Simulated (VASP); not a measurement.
A VASP calculation is set up with these files.

### INCAR
```
ALGO = Normal
EDIFF = 1E-6
EDIFFG = -0.02
ENCUT = 500
GGA = PS
IBRION = 2
ISIF = 3
ISMEAR = 0
LASPH = T
LCHARG = F
LMAXMIX = 4
LREAL = F
LWAVE = F
NELM = 100
NSW = 40
PREC = Accurate
PSTRESS = 300
SIGMA = 0.05
SYSTEM = SrCl2
```

### KPOINTS
```
Automatic mesh
0
Gamma
6 6 6
0 0 0
```

### POSCAR
```
SrCl2
1.0
  0.0000000000   3.1515037478   3.1515037478
  3.1515037478   0.0000000000   3.1515037478
  3.1515037478   3.1515037478   0.0000000000
Sr Cl
1 2
Cart
  0.0000000000   0.0000000000   0.0000000000
  1.5757518739   1.5757518739   1.5757518739
  4.7272556217   4.7272556217   4.7272556217
```

POTCAR, in this order: Sr_sv Cl (PBE.64 set). Program: vasp_std.

Task: Translate this PBEsol calculation to Ansatz.

Result: One equivalent input (not run):
Ansatz 0.2 input:
```yaml
crystal:
  lattice:
    - [0.0000000, 3.1515037, 3.1515037]
    - [3.1515037, 0.0000000, 3.1515037]
    - [3.1515037, 3.1515037, 0.0000000]
  atoms:
    - { symbol: Sr, position: [0.0000000, 0.0000000, 0.0000000] }
    - { symbol: Cl, position: [0.2500000, 0.2500000, 0.2500000] }
    - { symbol: Cl, position: [0.7500000, 0.7500000, 0.7500000] }
kpoints:
  mp_grid: { grid: [6, 6, 6] }
hamiltonian:
  xc: pbesol
  pseudopotentials: { kind: paw }
scf:
  occupations: { method: gaussian, width: 0.05 }
  max_iter: 100
relax:
  max_steps: 40
  f_tol: 0.02
  cell: { p_target: 30 }
output: { forces: true, stress: true, eigenvalues: true }
```
The two are equivalent in intent, not identical: each code has its own PAW files, so the cut-off isn't converted (ENCUT is set for VASP's; basis.ecutwfc is left out, and Ansatz then takes the one that its files recommend); Ansatz stops its SCF on the density residual and VASP on the energy change (EDIFF).

The compound is SrCl2 in the fluorite structure. This run relaxes it under an external pressure of 30 GPa. Symmetry was kept, so distortions that lower it aren't found.
